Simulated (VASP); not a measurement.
# What spin-orbit coupling changes in Si2W, part 3 of 4

What does spin-orbit coupling change in Si2W, and what does it cost? All runs use PBEsol. Left out of this account: 1 further run (fields: a reference on another mesh). The start is a cell from a database of measured crystal structures.

VASP 6.6.1, plane waves and PAW; the level of theory is named at each step.

So far. Step 3 (Bands along the symmetry lines (PBEsol + SOC)): There is no gap at this level. Without the coupling there was no gap either. The run took 3.1 times the core time, with 26 spinor bands against 20. Step 4 (Total and projected DOS (PBEsol)): Of the states within 0.3 eV of the Fermi level, the largest shares in the PAW spheres are W d 63 % and Si p 12 %. The rest lies in smaller channels or between the spheres.

**5. Density of states (PBEsol + SOC)**

This step: PBEsol, spin-orbit coupling; plane waves and PAW (Si, W) (VASP 6.6.1).

Here the states are counted by energy and projected on the atoms.

File INCAR:

```
SYSTEM = Si2W
PREC = Accurate
ENCUT = 400
EDIFF = 1E-06
NELM = 100
ISMEAR = -5
SIGMA = 0.05
LREAL = .FALSE.
ALGO = Normal
GGA = PS
LNONCOLLINEAR = .TRUE.
MAGMOM = 0 0 0 0 0 0 0 0 0
NBANDS = 26
GGA_COMPAT = .FALSE.
LASPH = .TRUE.
LSORBIT = .TRUE.
LMAXMIX = 4
LORBIT = 11
LWAVE = .FALSE.
LCHARG = .FALSE.
KPAR = 4
NEDOS = 2001
```

File POSCAR:

```
Si2W
1.0
    0.0000000000     -3.2138000000      0.0000000000
   -3.2138000000      0.0000000000      0.0000000000
    1.6069000000     -1.6069000000     -3.9149500000
Si W
2 1
Direct
    0.3347000000      0.6653000000      0.3306000000
    0.6653000000      0.3347000000      0.6694000000
    0.0000000000      0.0000000000      0.0000000000
```

File KPOINTS:

```
Automatic mesh
0
Gamma
9 9 9
0 0 0
```

Potentials, in the order of the species: Si and W (PBE family, release 64).

On the command line:

```bash
mpirun -np 4 vasp_ncl
```

What it wrote:

```text
[... set-up lines as in an earlier step ...]
 entering main loop
       N       E                     dE             d eps       ncg     rms          rms(c)
DAV:   1     0.216873902144E+02    0.21687E+02   -0.49354E+03  3996   0.758E+02
DAV:   2    -0.253736136056E+02   -0.47061E+02   -0.43707E+02  4854   0.179E+02
DAV:   3    -0.277267241883E+02   -0.23531E+01   -0.22930E+01  5316   0.339E+01
DAV:   4    -0.277649590074E+02   -0.38235E-01   -0.38289E-01  4980   0.457E+00
DAV:   5    -0.277656314356E+02   -0.67243E-03   -0.67671E-03  5288   0.529E-01    0.265E+01
DAV:   6    -0.270288186545E+02    0.73681E+00   -0.17838E+00  5466   0.894E+00    0.110E+01
DAV:   7    -0.269111874052E+02    0.11763E+00   -0.21962E-01  4464   0.342E+00    0.597E+00
DAV:   8    -0.268865952384E+02    0.24592E-01   -0.33208E-02  4888   0.126E+00    0.128E+00
DAV:   9    -0.268860093786E+02    0.58586E-03   -0.19418E-03  5226   0.323E-01    0.360E-01
DAV:  10    -0.268857830819E+02    0.22630E-03   -0.56963E-04  4646   0.164E-01    0.191E-01
DAV:  11    -0.268857933057E+02   -0.10224E-04   -0.94783E-05  4700   0.657E-02    0.385E-02
DAV:  12    -0.268857924633E+02    0.84245E-06   -0.83473E-06  4512   0.195E-02
   1 F= -.26885792E+02 E0= -.26885792E+02  d E =0.000000E+00  mag=     0.0000     0.0000     0.0000
 [... a notice as in an earlier step ...]
```

It took 29 s on 4 MPI ranks of AMD EPYC 7R43, shared host; peak memory 0.99 GiB.

OUTCAR, selected parts (step 5):

```text
   NELECT =      14.0000    total number of electrons

 E-fermi :  10.4672

 k-point     1 :       0.0000    0.0000    0.0000
  band No.  band energies     occupation
    ...
      8       7.0522      1.00000
      9       7.5263      1.00000
     10       7.5263      1.00000
     11       7.6850      1.00000
     12       7.6850      1.00000
     13      11.0568      0.05012
     14      11.0568      0.05012
     15      12.9665      0.00000
     16      12.9665      0.00000
     17      13.3908      0.00000
    ...

  Total       -0.5799707     -0.5799707     -0.5891897      0.0000000      0.0000000     -0.0000000
  in kB      -22.9801421    -22.9801421    -23.3454270      0.0000000      0.0000000     -0.0000000
  external PRESSURE =     -23.1019037 kB  Pullay stress =       0.0000000 kB

 POSITION                                       TOTAL-FORCE (eV/Angst)
 -----------------------------------------------------------------------------------
     -1.60690     -1.60690     -1.29428         0.000000     -0.000000      0.028155
      0.00000     -3.21380     -2.62067        -0.000000      0.000000     -0.028155
      0.00000      0.00000      0.00000         0.000000     -0.000000      0.000000
 -----------------------------------------------------------------------------------
    total drift:                                0.000000      0.000000     -0.000000

  FREE ENERGIE OF THE ION-ELECTRON SYSTEM (eV)
  ---------------------------------------------------
  free  energy   TOTEN  =       -26.8857924633 eV

  energy  without entropy=      -26.8857924633  energy(sigma->0) =      -26.88579246

 Spin-Orbit-Coupling matrix elements
 Ion:    1  E_soc:     -0.0011162
 Ion:    2  E_soc:     -0.0011162
 Ion:    3  E_soc:     -0.3336786

 magnetization (x)
# of ion       s       p       d       tot
------------------------------------------
    1        0.000   0.000   0.000   0.000
    2        0.000   0.000   0.000   0.000
    3        0.000   0.000   0.000   0.000
--------------------------------------------------
tot          0.000   0.000   0.000   0.000

 magnetization (y)
# of ion       s       p       d       tot
------------------------------------------
    1       -0.000   0.000   0.000   0.000
    2       -0.000   0.000   0.000   0.000
    3        0.000   0.000   0.000   0.000
--------------------------------------------------
tot         -0.000   0.000   0.000   0.000

[... 9 parts as in an earlier step ...]

[... 9 further parts left out ...]
```

This step gave:

```
SCF cycles             : 12
bands                  : 26
free energy (TOTEN)    : -26.89 eV
Fermi energy           : 10.47 eV
pressure               : -2.310 GPa
DOS at the Fermi level : 0.2003 states/eV/cell
```

On-site spin-orbit energy by atom:

| atom | on-site spin-orbit energy (eV) |
| --- | --- |
| Si1 | -0.001 |
| Si2 | -0.001 |
| W3 | -0.334 |

The density of states has structure finer than the step of the table below, so its rows give means over 0.5 eV, whole bins alone (the curve runs from -12.0 to 1.96 eV). Peaks (eV: height): total -6.37: 1.55, -4.38: 2.03, -2.83: 4.43, -2.61: 4.73; W d -2.83: 2.09, -2.61: 2.27; Si p -6.37: 0.357, -4.45: 0.287, -2.61: 0.698; W p -6.37: 0.0734, -2.31: 0.378; Si s -9.54: 0.376, -9.17: 0.273, -4.38: 0.141.

States under -12.0 eV and over 2.0 eV are left out. Density of states against energy, zero at the Fermi level; means over each step; values in states/eV/cell:

| energy (eV) | total | W d | Si p | W p | Si s | W s |
| --- | --- | --- | --- | --- | --- | --- |
| -11.5 | 0.497 | 0.0154 | 0.0212 | 0.0260 | 0.163 | 0.0427 |
| -11.0 | 0.552 | 0.0264 | 0.0272 | 0.0299 | 0.178 | 0.0394 |
| -10.5 | 0.721 | 0.0499 | 0.0403 | 0.0388 | 0.226 | 0.0469 |
| -10.0 | 0.747 | 0.0790 | 0.0417 | 0.0389 | 0.236 | 0.0405 |
| -9.5 | 0.870 | 0.118 | 0.0520 | 0.0449 | 0.270 | 0.0397 |
| -9.0 | 0.885 | 0.113 | 0.0691 | 0.0484 | 0.251 | 0.0362 |
| -8.5 | 0.765 | 0.126 | 0.0702 | 0.0313 | 0.200 | 0.0230 |
| -8.0 | 0.640 | 0.123 | 0.0686 | 0.0208 | 0.150 | 0.0167 |
| -7.5 | 0.604 | 0.124 | 0.0807 | 0.0165 | 0.111 | 0.0263 |
| -7.0 | 0.640 | 0.126 | 0.110 | 0.0205 | 0.0648 | 0.0586 |
| -6.5 | 1.21 | 0.233 | 0.267 | 0.0529 | 0.0372 | 0.0919 |
| -6.0 | 1.13 | 0.223 | 0.246 | 0.0563 | 0.0314 | 0.0865 |
| -5.5 | 0.866 | 0.201 | 0.163 | 0.0358 | 0.0606 | 0.0447 |
| -5.0 | 0.683 | 0.174 | 0.107 | 0.0280 | 0.0653 | 0.0367 |
| -4.5 | 1.64 | 0.498 | 0.240 | 0.0723 | 0.117 | 0.112 |
| -4.0 | 1.24 | 0.456 | 0.170 | 0.0533 | 0.0677 | 0.0602 |
| -3.5 | 1.74 | 0.693 | 0.236 | 0.0910 | 0.0867 | 0.0628 |
| -3.0 | 2.81 | 1.30 | 0.387 | 0.154 | 0.0768 | 0.0389 |
| -2.5 | 4.10 | 1.87 | 0.609 | 0.297 | 0.0590 | 0.0259 |
| -2.0 | 1.69 | 0.784 | 0.248 | 0.108 | 0.0308 | 0.00598 |
| -1.5 | 1.05 | 0.575 | 0.134 | 0.0309 | 0.0194 | 0.00137 |
| -1.0 | 0.843 | 0.549 | 0.0716 | 0.0116 | 0.0121 | 8.3e-4 |
| -0.5 | 0.677 | 0.489 | 0.0450 | 0.00741 | 0.00389 | 5.1e-4 |
| 0.0 | 0.205 | 0.126 | 0.0257 | 0.00553 | 0.00108 | 2.5e-4 |
| 0.5 | 0.487 | 0.225 | 0.0639 | 0.0101 | 0.0417 | 0.00310 |
| 1.0 | 0.915 | 0.408 | 0.119 | 0.0197 | 0.0747 | 0.00881 |
| 1.5 | 1.40 | 0.621 | 0.165 | 0.0358 | 0.109 | 0.0332 |

The DOS at the Fermi level goes from 0.198 to 0.200 states/eV/cell, a number that is sensitive to the mesh. The run took 2.4 times the core time, with 26 spinor bands against 20. Of the states within 0.3 eV of the Fermi level, the largest shares in the PAW spheres are W d 61 % and Si p 12 %. The rest lies in smaller channels or between the spheres.

**6. Full relaxation (PBEsol)**

This step: PBEsol; plane waves and PAW (Si, W) (VASP 6.6.1).

Last, the cell itself: ISIF = 3 frees volume, shape and positions, first without the coupling.

File INCAR:

```
SYSTEM = Si2W
PREC = Accurate
ENCUT = 400
EDIFF = 1E-06
NELM = 100
ISMEAR = -1
SIGMA = 0.05
LREAL = .FALSE.
ALGO = Normal
GGA = PS
NBANDS = 13
LASPH = .TRUE.
LORBIT = 11
LWAVE = .FALSE.
LCHARG = .FALSE.
KPAR = 4
IBRION = 2
NSW = 60
ISIF = 3
EDIFFG = -0.01
```

POSCAR is that of step 5.

KPOINTS is that of step 5.

On the command line:

```bash
mpirun -np 4 vasp_std
```

What it wrote:

```text
[... set-up lines as in an earlier step ...]
 entering main loop
       N       E                     dE             d eps       ncg     rms          rms(c)
DAV:   1     0.175210761697E+02    0.17521E+02   -0.51391E+03  1998   0.749E+02
DAV:   2    -0.257555564060E+02   -0.43277E+02   -0.39496E+02  2478   0.165E+02
DAV:   3    -0.275958603410E+02   -0.18403E+01   -0.17966E+01  2677   0.284E+01
DAV:   4    -0.276187529561E+02   -0.22893E-01   -0.22835E-01  2257   0.359E+00
DAV:   5    -0.276191229311E+02   -0.36998E-03   -0.36991E-03  2744   0.392E-01    0.264E+01
DAV:   6    -0.268674370600E+02    0.75169E+00   -0.21472E+00  2892   0.913E+00    0.110E+01
DAV:   7    -0.267464447553E+02    0.12099E+00   -0.21614E-01  2228   0.309E+00    0.558E+00
DAV:   8    -0.267209942843E+02    0.25450E-01   -0.41853E-02  2516   0.145E+00    0.518E-01
DAV:   9    -0.267207012436E+02    0.29304E-03   -0.21547E-03  2281   0.314E-01    0.284E-01
DAV:  10    -0.267206671192E+02    0.34124E-04   -0.33484E-04  2470   0.116E-01    0.562E-02
DAV:  11    -0.267206497717E+02    0.17348E-04   -0.52344E-05  2444   0.501E-02    0.208E-02
DAV:  12    -0.267206500274E+02   -0.25564E-06   -0.16539E-06  1805   0.101E-02
   1 F= -.26720650E+02 E0= -.26719223E+02  d E =-.267207E+02
 curvature:   0.00 expect dE= 0.000E+00 dE for cont linesearch  0.000E+00
 trial: gam= 0.00000 g(F)=  0.215E-04 g(S)=  0.156E-01 ort = 0.000E+00 (trialstep = 0.100E+01)
 search vector abs. value=  0.156E-01
 bond charge predicted
       N       E                     dE             d eps       ncg     rms          rms(c)
DAV:   1    -0.267220888876E+02   -0.14391E-02   -0.38811E-01  2065   0.430E+00    0.189E+00
DAV:   2    -0.267151905422E+02    0.68983E-02   -0.12439E-02  2331   0.814E-01    0.835E-01
DAV:   3    -0.267136094547E+02    0.15811E-02   -0.18031E-03  2350   0.275E-01    0.302E-01
DAV:   4    -0.267133794139E+02    0.23004E-03   -0.38815E-04  2428   0.131E-01    0.512E-02
DAV:   5    -0.267133818226E+02   -0.24088E-05   -0.86260E-06  2396   0.209E-02    0.275E-02
DAV:   6    -0.267133837347E+02   -0.19121E-05   -0.78195E-06  2265   0.149E-02    0.381E-03
DAV:   7    -0.267133831709E+02    0.56378E-06   -0.87214E-07  1215   0.671E-03
   2 F= -.26713383E+02 E0= -.26711972E+02  d E =0.726686E-02
[...]
3 F= -.26723371E+02 E0= -.26721950E+02  d E =-.272049E-02
[...]
4 F= -.26723367E+02 E0= -.26721946E+02  d E =-.271694E-02
[...]
5 F= -.26723403E+02 E0= -.26721981E+02  d E =-.361636E-04
 trial-energy change:   -0.000036  1 .order   -0.000036   -0.000112    0.000041
 step:   0.6375(harm=  0.6375)  dis= 0.00050  next Energy=   -26.723408 (dE=-0.412E-04)
 bond charge predicted
       N       E                     dE             d eps       ncg     rms          rms(c)
DAV:   1    -0.267234107828E+02   -0.74284E-05   -0.17582E-04  2210   0.909E-02    0.701E-03
DAV:   2    -0.267234091590E+02    0.16238E-05   -0.43684E-06  2529   0.161E-02    0.425E-03
DAV:   3    -0.267234085446E+02    0.61445E-06   -0.99977E-07  1290   0.678E-03
   6 F= -.26723409E+02 E0= -.26721987E+02  d E =-.415743E-04
 curvature:  -0.32 expect dE=-0.352E-05 dE for cont linesearch -0.405E-08
 trial: gam= 0.06919 g(F)=  0.264E-05 g(S)=  0.851E-05 ort =-0.128E-05 (trialstep = 0.822E+00)
 search vector abs. value=  0.116E-04
 reached required accuracy - stopping structural energy minimisation
```

The job ended after 18 s (4 MPI ranks; peak memory 0.54 GiB; 70 s of CPU time).

Parts of OUTCAR (step 6):

```text
   k-points           NKPTS =     75   k-points in BZ     NKDIM =     75   number of bands    NBANDS=     13

   NELECT =      14.0000    total number of electrons

 E-fermi :  10.4866

 k-point     1 :       0.0000    0.0000    0.0000
  band No.  band energies     occupation
    ...
      2       3.6424      2.00000
      3       6.8319      2.00000
      4       7.1568      2.00000
      5       7.7012      2.00000
      6       7.7012      2.00000
      7      11.1742      0.00000
      8      13.4125      0.00000
      9      13.4851      0.00000
     10      13.7273      0.00000
     11      13.7273      0.00000
    ...

  Total       -0.0085225     -0.0085225     -0.0195959      0.0000000      0.0000000      0.0000000
  in kB       -0.3408672     -0.3408672     -0.7837589      0.0000000      0.0000000      0.0000000
  external PRESSURE =      -0.4884978 kB  Pullay stress =       0.0000000 kB

 POSITION                                       TOTAL-FORCE (eV/Angst)
 -----------------------------------------------------------------------------------
     -1.60119     -1.60119     -1.29163        -0.000000      0.000000     -0.005231
      0.00000     -3.20238     -2.61451         0.000000     -0.000000      0.005231
      1.60119     -1.60119     -3.90614         0.000000      0.000000     -0.000000
 -----------------------------------------------------------------------------------
    total drift:                                0.000000      0.000000     -0.000000

  FREE ENERGIE OF THE ION-ELECTRON SYSTEM (eV)
  ---------------------------------------------------
  free  energy   TOTEN  =       -26.7234085446 eV

  energy  without entropy=      -26.7205652534  energy(sigma->0) =      -26.72198690

 reached required accuracy - stopping structural energy minimisation

[... 6 parts as in an earlier step ...]

[... 10 further parts left out ...]
```

The run keeps the 16 symmetry operations of its start, so it cannot find a distortion of lower symmetry.

The steps of the relaxation:

| step | energy less that of the first step (eV) | largest force (eV/Å) | pressure (GPa) | volume (Å³) |
| --- | --- | --- | --- | --- |
| 1 | 0.0000 | 0.0149 | -2.25 | 40.44 |
| 2 | 0.0073 | 0.0794 | 4.56 | 39.34 |
| 3 | -0.0027 | 0.0168 | 0.01 | 40.06 |
| 4 | -0.0027 | 0.0161 | -0.04 | 40.06 |
| 5 | -0.0028 | 0.0015 | -0.05 | 40.06 |
| 6 | -0.0028 | 0.0052 | -0.05 | 40.06 |

| conventional cell, symmetrised | before | after | change |
| --- | --- | --- | --- |
| a (Å) | 3.214 | 3.202 | -0.4 % |
| b (Å) | 3.214 | 3.202 | -0.4 % |
| c (Å) | 7.830 | 7.812 | -0.2 % |
| volume (Å³/atom) | 13.48 | 13.35 | -0.9 % |

Final coordinates:

```xyz
3
Lattice="0.0000 -3.2024 0.0000 -3.2024 0.0000 0.0000 1.6012 -1.6012 -3.9061" Properties=species:S:1:pos:R:3 pbc="T T T"
Si   -1.6012   -1.6012   -1.2916
Si    0.0000   -3.2024   -2.6145
W     0.0000    0.0000    0.0000
```

This step gave:

* bands: 13
* free energy (TOTEN): -26.72 eV
* energy at zero smearing: -26.72 eV
* Fermi energy: 10.49 eV
* pressure: -0.04885 GPa
* SCF cycles over all ionic steps: 33

It ends with a largest force of 0.005 eV/Å and a pressure of -0.05 GPa.

[end of part 3 of 4]

[Lines on the potential files, build, host, timing and source positions are cut from VASP's logs without a mark.]

[Logs are printed without paths, hosts, clocks, repeated set-up lines and the standing remarks that a program may print on its own settings, such as how far it seeks lower states.]

[Hosts, paths, dates, database ids (printed as entryN), source tags and the programs' standing remarks are cut or masked in the printed files.]

[A measured line is paired with the nearest computed mode of its activity, which favours agreement.]
